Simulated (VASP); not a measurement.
Input:

```yaml
crystal:
  lattice:
    - [0.00000, 2.38875, 2.38875]
    - [2.38875, 0.00000, 2.38875]
    - [2.38875, 2.38875, 0.00000]
  atoms:
    - { symbol: Cd, position: [0.00000, 0.00000, 0.00000] }
    - { symbol: O, position: [0.50000, 0.50000, 0.50000] }
```

Calculation: PW91 GGA, VASP's PBE PAW potentials (set 64) (plane waves; VASP). Settings: 520 eV cut-off, 12×12×12 Γ-centred mesh, first-order Methfessel-Paxton smearing of 0.10 eV, potentials Cd O.

Task: Estimate the energy per atom (σ→0), band gap (on the k-mesh) with the smallest direct gap where there is one.

Result: 
| Quantity | Value |
|---|---|
| band gap (on the k-mesh) | none (metal, semimetal or under 0.01 eV) |
| energy per atom (σ→0) | -3.914 eV/atom |

The absolute energy has meaning only against runs of the same code, potentials and settings.

The compound is CdO in the rock salt structure. It was relaxed first, which changed the volume by +5 %. The start is the result of an earlier pass.
